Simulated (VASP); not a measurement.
Crystal: GaSn.

```
CELL_PARAMETERS angstrom
4.05554 0.00000 0.00000
-2.02777 3.51220 0.00000
0.00000 0.00000 6.18612
ATOMIC_POSITIONS crystal
Ga 0.66667 0.33333 0.75000
Ga 0.33333 0.66667 0.25000
Sn 0.00000 0.00000 0.00000
Sn 0.00000 0.00000 0.50000
```

The cell was built by a generator and needn't be a form met in nature.

- Program: VASP 6.6.1
- Task: relaxation of cell and atoms
- Functional: PBE
- Potentials or basis: VASP PAW PBE potentials, release 64 (Ga_d, Sn_d)
- Cutoff: 600 eV
- k mesh: 8 × 8 × 5
- Occupations: methfessel-paxton, width 0.1 eV
- Spin: no spin polarisation

At the start: pressure 9.7 GPa; volume 22.03 Å³/atom.

Question: Where does the relaxation end?

Answer: Over 11 steps the energy falls by 97.4 meV/atom and the volume is 25.69 Å³/atom (+16.6 %); space group P6_3/mmc (No. 194, to 0.05 Å).

The path:
```tsv
step	energy change (eV)	largest force (eV/Å)	pressure (GPa)	volume (Å³)
1	0.0000	0.0000	9.69	88.11
2	-0.3705	0.0000	-1.48	106.21
3	-0.3888	0.0000	0.11	102.40
4	-0.3888	0.0000	-0.08	102.70
5	-0.3893	0.0000	0.07	102.50
6	-0.3894	0.0000	0.15	102.42
7	-0.3894	0.0000	0.13	102.45
8	-0.3895	0.0000	0.03	102.71
9	-0.3895	0.0000	0.01	102.77
10	-0.3895	0.0000	0.04	102.74
11	-0.3895	0.0000	-0.01	102.76
```

Final structure:
```
Ga Sn
1.0
     4.25903    0.00000    0.00000
    -2.12952    3.68843    0.00000
     0.00000    0.00000    6.54118
Ga Sn
2 2
Direct
  0.66667 0.33333 0.75000
  0.33333 0.66667 0.25000
  0.00000 0.00000 0.00000
  0.00000 0.00000 0.50000
```

Caveat: the volume moved by over 15 % at a fixed basis, so the end points are rough.
